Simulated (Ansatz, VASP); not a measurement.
# Two plane-wave programs on LiGa4Sb

The input INCAR:

```
PREC     = Accurate       # precision mode
ENCUT    = 520            # plane-wave cutoff, eV
EDIFF    = 1E-6           # SCF threshold, eV
ISMEAR   = 0              # smearing method
SIGMA    = 0.1            # smearing width, eV
LREAL    = False          # projectors in reciprocal space
LASPH    = True           # aspherical terms in the spheres
NELM     = 60             # most SCF steps
ALGO     = Normal         # electronic algorithm
ISIF     = 2              # what is computed and relaxed
LWAVE    = False          # write WAVECAR
LCHARG   = True           # write CHGCAR
GGA      = PE             # functional
LELF     = True           # ELF
LVHAR    = True         
NBANDS   = 39             # bands
```

The input KPOINTS:

```
Automatic mesh
0
Gamma
  4 4 4
```

The input POSCAR:

```
LiGa4Sb
1.0
    2.3380592800     -3.7295470500      0.0000000000
    2.3380592800      3.7295470500      0.0000000000
    0.0000000000      0.0000000000      6.7298782000
Li Ga Sb
1 4 1
Direct
    0.0000000000      0.0000000000      0.0000000000
    0.5000000000      0.5000000000      0.2399561100
    0.5000000000      0.5000000000      0.7600438900
    0.1651134300      0.8348865700      0.5000000000
    0.8348865700      0.1651134300      0.5000000000
    0.5000000000      0.5000000000      0.5000000000
```

Input for Ansatz:

```yaml
crystal:
  lattice:
    - [2.33805928, -3.72954705, 0.0]
    - [2.33805928, 3.72954705, 0.0]
    - [0.0, 0.0, 6.7298782]
  atoms:
    - { symbol: Li, position: [0.0, 0.0, 0.0] }
    - { symbol: Ga, position: [0.5, 0.5, 0.23995611] }
    - { symbol: Ga, position: [0.5, 0.5, 0.76004389] }
    - { symbol: Ga, position: [0.16511343, 0.83488657, 0.5] }
    - { symbol: Ga, position: [0.83488657, 0.16511343, 0.5] }
    - { symbol: Sb, position: [0.5, 0.5, 0.5] }
basis:
  ecutwfc: 420
kpoints:
  mp_grid: { grid: [4, 4, 4] }
hamiltonian:
  xc: pbe
scf:
  occupations: { method: gaussian, width: 0.1 }
  lower_state_search: "off"
output:
  forces: true
  stress: true
  eigenvalues: true
```

Alike in both runs: task single point; functional PBE; k mesh 4 × 4 × 4; occupations gaussian, width 0.1 eV; no spin polarisation.

|  | VASP | Ansatz |
| --- | --- | --- |
| version | VASP 6.6.1 | Ansatz 0.2.0 |
| potentials or method | VASP PAW PBE potentials, release 64 (Li_sv, Ga_d, Sb) | scalar-relativistic, plane waves, PAW |
| plane-wave cutoff (eV) | 520 | 420 |
| valence electrons in the cell | 60 | 70 |

```tsv
	VASP	Ansatz	Ansatz less VASP
gap on the k mesh at the Fermi level (eV)	none	none	-
rms of the force components (eV/Å)	11.245	11.794	+0.5491
```

Atom by atom the forces differ by 0.550 eV/Å (rms over components). A gap of «none» marks a metal or a gap that the smearing closes. The two sets of potentials don't hold the same shells in valence.

Caveats: the k mesh is coarse (spacing up to 0.40 Å⁻¹), so the values aren't converged; forces of over 1 eV/Å show positions far from the minimum, so gaps and moduli don't describe the material at rest. Spin-orbit coupling is left out, which matters for the levels of Sb.
